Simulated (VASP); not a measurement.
# Ca3ZrN3 (Pm-3m) in VASP: single point with r2SCAN

Aim: the single point of Ca3ZrN3 with r2SCAN.

Everything below comes from runs of VASP 6.6.1. Logs are shortened: lines on timing, memory, paths and dates and some standing lists are left out, and cuts for length are marked.

### Step 1. Starting point

It takes space group Pm-3m (No. 221, cubic). The conventional cell has a = 4.800 Å, b = 4.800 Å, c = 4.800 Å, α = 90.00°, β = 90.00°, γ = 90.00°. Around Ca (site symmetry 4/mmm) lie 4 N at 2.40 Å. Around Zr (site symmetry m-3m) lie 6 N at 2.40 Å. N (site symmetry 4/mmm) is surrounded by 4 Ca at 2.40 Å and 2 Zr at 2.40 Å.

The cell was built by a generator and needn't be a form met in nature.

### Step 2. Single point, r2SCAN

The input, INCAR:

```
SYSTEM = Ca3ZrN3
ALGO = Normal
EDIFF = 1E-6
ENCUT = 520
ISIF = 2
ISMEAR = 0
KPAR = 2
LASPH = .True.
LCHARG = .False.
LMIXTAU = .True.
LREAL = .False.
LWAVE = .False.
METAGGA = R2SCAN
NELM = 150
PREC = Accurate
SIGMA = 0.1
```

The input, KPOINTS:

```
k-points
0
Gamma
  6 6 6
  0 0 0
```

The input, POSCAR:

```
Ca3ZrN3                                 
1.0
    4.8001502298      0.0000000000      0.0000000000
    0.0000000000      4.8001502298      0.0000000000
    0.0000000000      0.0000000000      4.8001502298
  Ca              Zr              N             
     3     1     3
Direct
     0.0000000000000000    0.5000000000000000    0.5000000000000000
     0.5000000000000000    0.0000000000000000    0.5000000000000000
     0.5000000000000000    0.5000000000000000    0.0000000000000000
     0.0000000000000000    0.0000000000000000    0.0000000000000000
     0.5000000000000000    0.0000000000000000    0.0000000000000000
     0.0000000000000000    0.5000000000000000    0.0000000000000000
     0.0000000000000000    0.0000000000000000    0.5000000000000000
```

Potentials or basis: VASP PAW PBE potentials, release 64 (Ca_sv, Zr_sv, N).

On the command line:

```bash
cat potpaw_PBE.64/Ca_sv/POTCAR potpaw_PBE.64/Zr_sv/POTCAR potpaw_PBE.64/N/POTCAR > POTCAR
mpirun -np 2 vasp_std > vasp.out
```

OUTCAR:

```text
SYSTEM = Ca3ZrN3
   EDIFF = 1E-6
   ENCUT = 520
   ISIF = 2
   ISMEAR = 0
   LASPH = .True.
   LREAL = .False.
   METAGGA = R2SCAN
   NELM = 150
   PREC = Accurate

 ion  position               nearest neighbor table
   1  0.000  0.500  0.500-   6 2.40   7 2.40   6 2.40   7 2.40   4 3.39   4 3.39   4 3.39   4 3.39

   2  0.500  0.000  0.500-   5 2.40   7 2.40   5 2.40   7 2.40   4 3.39   4 3.39   4 3.39   4 3.39

   3  0.500  0.500  0.000-   5 2.40   6 2.40   5 2.40   6 2.40   4 3.39   4 3.39   4 3.39   4 3.39

   4  0.000  0.000  0.000-   5 2.40   6 2.40   7 2.40   7 2.40   6 2.40   5 2.40   1 3.39   2 3.39
                             1 3.39   1 3.39   3 3.39   2 3.39   1 3.39   2 3.39   3 3.39   3 3.39
   5  0.500  0.000  0.000-   2 2.40   3 2.40   4 2.40   2 2.40   3 2.40   4 2.40
   6  0.000  0.500  0.000-   1 2.40   3 2.40   4 2.40   1 2.40   4 2.40   3 2.40
   7  0.000  0.000  0.500-   1 2.40   2 2.40   4 2.40   4 2.40   1 2.40   2 2.40

  LATTYP: Found a simple cubic cell.
 ALAT       =     4.8001502298

  Lattice vectors:

 A1 = (   4.8001502298,   0.0000000000,   0.0000000000)
 A2 = (   0.0000000000,   4.8001502298,   0.0000000000)
 A3 = (   0.0000000000,   0.0000000000,   4.8001502298)

Analysis of symmetry for initial positions (statically):
=====================================================================
 Subroutine PRICEL returns:
 Original cell was already a primitive cell.

 Routine SETGRP: Setting up the symmetry group for a
 simple cubic supercell.

 Subroutine GETGRP returns: Found 48 space group operations
 (whereof 48 operations were pure point group operations)
 out of a pool of 48 trial point group operations.

The static configuration has the point symmetry O_h .

Analysis of symmetry for dynamics (positions and initial velocities):
=====================================================================
 Subroutine PRICEL returns:
 Original cell was already a primitive cell.

 Routine SETGRP: Setting up the symmetry group for a
 simple cubic supercell.

 Subroutine GETGRP returns: Found 48 space group operations
 (whereof 48 operations were pure point group operations)
 out of a pool of 48 trial point group operations.

The dynamic configuration has the point symmetry O_h .

 Subroutine INISYM returns: Found 48 space group operations
 (whereof 48 operations are pure point group operations),
 and found     1 'primitive' translations

----------------------------------------------------------------------------------------

                                     Primitive cell

  volume of cell :     110.6024

  direct lattice vectors                    reciprocal lattice vectors
     4.800150230  0.000000000  0.000000000     0.208326813  0.000000000  0.000000000
     0.000000000  4.800150230  0.000000000     0.000000000  0.208326813  0.000000000
     0.000000000  0.000000000  4.800150230     0.000000000  0.000000000  0.208326813

  length of vectors
     4.800150230  4.800150230  4.800150230     0.208326813  0.208326813  0.208326813

  position of ions in fractional coordinates (direct lattice)
     0.000000000  0.500000000  0.500000000
     0.500000000  0.000000000  0.500000000
     0.500000000  0.500000000  0.000000000
     0.000000000  0.000000000  0.000000000
     0.500000000  0.000000000  0.000000000
     0.000000000  0.500000000  0.000000000
     0.000000000  0.000000000  0.500000000

  ion indices of the primitive-cell ions
   primitive index   ion index
                 1           1
                 2           2
                 3           3
                 4           4
                 5           5
                 6           6
                 7           7

----------------------------------------------------------------------------------------

 KPOINTS: k-points

Automatic generation of k-mesh.
 Grid dimensions read from file:
 generate k-points for:    6    6    6

 Generating k-lattice:

  Cartesian coordinates                     Fractional coordinates (reciprocal lattice)
     0.034721136  0.000000000  0.000000000     0.166666667  0.000000000  0.000000000
     0.000000000  0.034721136  0.000000000     0.000000000  0.166666667  0.000000000
     0.000000000  0.000000000  0.034721136     0.000000000  0.000000000  0.166666667

  Length of vectors
     0.034721136  0.034721136  0.034721136

  Shift w.r.t. Gamma in fractional coordinates (k-lattice)
     0.000000000  0.000000000  0.000000000

 Subroutine IBZKPT returns following result:
 ===========================================

 Found     20 irreducible k-points:

 Following reciprocal coordinates:
            Coordinates               Weight
  0.000000  0.000000  0.000000      1.000000
  0.166667  0.000000  0.000000      6.000000
  0.333333  0.000000  0.000000      6.000000
  0.500000  0.000000  0.000000      3.000000
  0.166667  0.166667  0.000000     12.000000
  0.333333  0.166667  0.000000     24.000000
[... 12 lines left out ...]
  0.500000  0.500000  0.333333      6.000000
  0.500000  0.500000  0.500000      1.000000
   k-points           NKPTS =     20   k-points in BZ     NKDIM =     20   number of bands    NBANDS=     34
   number of dos      NEDOS =    301   number of ions     NIONS =      7
   total plane-waves  NPLWV =  46656
   dimension x,y,z NGX =    36 NGY =   36 NGZ =   36
   dimension x,y,z NGXF=    72 NGYF=   72 NGZF=   72
   ions per type =               3   1   3
   NGX,Y,Z   is equivalent  to a cutoff of  12.47, 12.47, 12.47 a.u.
   NGXF,Y,Z  is equivalent  to a cutoff of  24.94, 24.94, 24.94 a.u.
 SYSTEM =  Ca3ZrN3
   PREC   = accura    normal or accurate (medium, high low for compatibility)
   ISTART =      0    job   : 0-new  1-cont  2-samecut
   ICHARG =      2    charge: 1-file 2-atom 10-const
   ISPIN  =      1    spin polarized calculation?
   LNONCOLLINEAR =      F non collinear calculations
   LSORBIT =      F    spin-orbit coupling
   LASPH  =      T    aspherical Exc in radial PAW
   ENCUT  =  520.0 eV  38.22 Ry    6.18 a.u.   8.93  8.93  8.93*2*pi/ulx,y,z
   NELM   =    150;   NELMIN=  2; NELMDL= -5     # of ELM steps
   EDIFF  = 0.1E-05   stopping-criterion for ELM
   LREAL  =      F    real-space projection
   EDIFFG = 0.1E-04   stopping-criterion for IOM
   NSW    =      0    number of steps for IOM
   IBRION =     -1    ionic relax: 0-MD 1-quasi-New 2-CG
   NFREE  =      0    steps in history (QN), initial steepest desc. (CG)
   ISIF   =      2    stress and relaxation
   ISYM   =      2    0-nonsym 1-usesym 2-fastsym
   POTIM  = 0.5000    time-step for ionic-motion
   TEBEG  =    0.0;   TEEND  =   0.0 temperature during run
   PSTRESS=    0.0 pullay stress
   NELECT =      57.0000    total number of electrons
   NUPDOWN=      -1.0000    fix difference up-down
   EMIN   =  10.00;   EMAX   =-10.00  energy-range for DOS
   EFERMI =   0.00;   METHOD = LEGACY
   ISMEAR =     0;   SIGMA  =   0.10  broadening in eV -4-tet -1-fermi 0-gaus
   EFERMI_NEDOS =   21; number of points for ismear=-14 and -15
   IALGO  =     38    algorithm
   IMIX   =      4    mixing-type and parameters
     AMIX     =   0.40;   BMIX     =  1.00
     AMIX_MAG =   1.60;   BMIX_MAG =  1.00
  volume/ion in A,a.u.               =      15.80       106.63
  Fermi-wavevector in a.u.,A,eV,Ry     =   1.312537  2.480336 23.439490  1.722754
  Thomas-Fermi vector in A             =   2.442923
   LORBIT       =      0    0 simple, 1 ext, 2 COOP (PROOUT), +10 PAW based schemes
   METAGGA = R2SCAN    functional components
   LHFCALC =     F    Hartree Fock is set to
   AEXX    =    0.0000 exact exchange contribution
   IVDW    =     0    specifies the selected vdW correction
   LEPSILON=     F    determine dielectric tensor
   LRPA    =     F    only Hartree local field effects (RPA)
 non-spin polarized calculation
 Gauss-broadening in eV      SIGMA  =   0.10
  energy-cutoff  :      520.00
  volume of cell :      110.60
 maximum number of plane-waves:      3016
 NGX is ok and might be reduce to    36
   NGX = 17   NGY = 17   NGZ = 17

 number of electron      56.9999976 magnetization

 Free energy of the ion-electron system (eV)
  ---------------------------------------------------
  ext. energy  EPLUGINS =         0.00000000
  ---------------------------------------------------
  free energy    TOTEN  =       -79.61827085 eV

  energy without entropy =      -79.61069017  energy(sigma->0) =      -79.61448051

 E-fermi :   5.4482     XC(G=0): -11.1083

 val. band max:        5.4436840958   @ k =   0.3333   0.3333   0.0000
 cond. band min:       5.4585469113   @ k =   0.5000   0.1667   0.1667
 fundamental gap:      0.0148628155
 Fermi energy:         5.4482275589

 k-point     1 :       0.0000    0.0000    0.0000
  band No.  band energies     occupation
      1     -45.6790      2.00000
      2     -35.8515      2.00000
      3     -35.7541      2.00000
      4     -35.7541      2.00000
      5     -22.9592      2.00000
      6     -22.9592      2.00000
[... 26 lines left out ...]
     33       8.9239      0.00000
     34       8.9239      0.00000

 k-point     2 :       0.1667    0.0000    0.0000
  band No.  band energies     occupation
      1     -45.6789      2.00000
      2     -35.8457      2.00000
      3     -35.7598      2.00000
      4     -35.7539      2.00000
      5     -22.9646      2.00000
      6     -22.9586      2.00000
[... 26 lines left out ...]
     33       8.7243      0.00000
     34       9.1014      0.00000

 k-point     3 :       0.3333    0.0000    0.0000
  band No.  band energies     occupation
      1     -45.6787      2.00000
      2     -35.8309      2.00000
      3     -35.7746      2.00000
      4     -35.7535      2.00000
      5     -22.9755      2.00000
      6     -22.9574      2.00000
[... 26 lines left out ...]
     33       8.3079      0.00000
     34       9.1762      0.00000
[... 556 lines left out ...]
 k-point    19 :       0.5000    0.5000    0.3333
  band No.  band energies     occupation
      1     -45.6781      2.00000
      2     -35.7851      2.00000
      3     -35.7851      2.00000
      4     -35.7850      2.00000
      5     -22.9875      2.00000
      6     -22.9875      2.00000
[... 26 lines left out ...]
     33       8.9694      0.00000
     34       8.9696      0.00000

 k-point    20 :       0.5000    0.5000    0.5000
  band No.  band energies     occupation
      1     -45.6780      2.00000
      2     -35.7849      2.00000
      3     -35.7849      2.00000
      4     -35.7849      2.00000
      5     -22.9885      2.00000
      6     -22.9885      2.00000
[... 26 lines left out ...]
     33       9.2967      0.00000
     34       9.2967      0.00000

------------------------ aborting loop because EDIFF is reached ----------------------------------------

  FORCE on cell =-STRESS in cart. coord.  units (eV):
  Direction    XX          YY          ZZ          XY          YZ          ZX
  --------------------------------------------------------------------------------------
  -------------------------------------------------------------------------------------
  Total       -0.6910906     -0.6910906     -0.6910906     -0.0000000     -0.0000000      0.0000000
  in kB      -10.0110832    -10.0110832    -10.0110832     -0.0000000     -0.0000000      0.0000000
  external PRESSURE =     -10.0110832 kB  Pullay stress =       0.0000000 kB

 VOLUME and BASIS-vectors are now :
 -----------------------------------------------------------------------------
  energy-cutoff  :      520.00
  volume of cell :      110.60
      direct lattice vectors                 reciprocal lattice vectors
     4.800150230  0.000000000  0.000000000     0.208326813  0.000000000  0.000000000
     0.000000000  4.800150230  0.000000000     0.000000000  0.208326813  0.000000000
     0.000000000  0.000000000  4.800150230     0.000000000  0.000000000  0.208326813

 POSITION                                       TOTAL-FORCE (eV/Angst)
 -----------------------------------------------------------------------------------
      0.00000      2.40008      2.40008         0.000000      0.000000      0.000000
      2.40008      0.00000      2.40008         0.000000      0.000000      0.000000
      2.40008      2.40008      0.00000         0.000000      0.000000      0.000000
      0.00000      0.00000      0.00000         0.000000      0.000000      0.000000
      2.40008      0.00000      0.00000         0.000000      0.000000      0.000000
      0.00000      2.40008      0.00000         0.000000      0.000000      0.000000
      0.00000      0.00000      2.40008         0.000000      0.000000      0.000000
 -----------------------------------------------------------------------------------
    total drift:                                0.000000      0.000000      0.000000

  FREE ENERGIE OF THE ION-ELECTRON SYSTEM (eV)
  ---------------------------------------------------
  free  energy   TOTEN  =       -79.6182708452 eV

  energy  without entropy=      -79.6106901711  energy(sigma->0) =      -79.61448051
```

Run time: 2.2 min. Hardware: 2 MPI ranks of Intel Xeon Platinum 8488C (Sapphire Rapids), shared host; peak memory 0.25 GiB.

What came out:

| Quantity | Value |
| --- | --- |
| Free energy | -79.6183 eV |
| Pressure | -1.0 GPa |
| Band gap on the k mesh | none (metal or under the smearing width) |

Caveat: the PAW data sets were made with another functional, which shifts forces and pressure a little.
